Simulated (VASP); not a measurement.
AlCl, 2 atoms in the cell. The structure is cubic, space group Fm-3m (No. 225). Conventional cell: a = 5.697 Å, b = 5.697 Å, c = 5.697 Å, α = 90.00°, β = 90.00°, γ = 90.00°. Al (site symmetry m-3m) has 6 Cl at 2.85 Å as nearest neighbours. Around Cl (site symmetry m-3m) lie 6 Al at 2.85 Å. The cell was built by a generator and needn't be a form met in nature.

```yaml
Program: VASP 6.6.1
Task: single point
Functional: HSE(alpha, omega)
Potentials_or_basis: VASP PAW PBE potentials, release 64 (Al, Cl)
Cutoff: 520 eV
k_mesh: 4 × 4 × 4
Occupations: fermi-dirac, width 0.05 eV
Spin: no spin polarisation
Share_of_exact_exchange: 0.3
Grid_for_exact_exchange_PRECFOCK: Fast
Further_INCAR_settings: ALGO = Normal; EDIFF = 1e-06; NBANDS = 12
```

Potentials or basis: VASP PAW PBE potentials, release 64 (Al, Cl).

The run is started by

```console
$ cat potpaw_PBE.64/Al/POTCAR potpaw_PBE.64/Cl/POTCAR > POTCAR
$ cp INCAR.step1 INCAR
$ mpirun -np 1 vasp_std > vasp.out
$ cp INCAR.step2 INCAR
$ mpirun -np 1 vasp_std > vasp.out
```

Hardware: 1 thread of Intel(R) Xeon(R) Platinum 8559C (Emerald Rapids), on a shared host.

Task: Estimate the wall time of this run.

Result: Run time: 58 s on 1 thread of Intel(R) Xeon(R) Platinum 8559C (Emerald Rapids) (shared host), peak memory 0.26 GiB. Counts: scf iterations 12, k points 8.
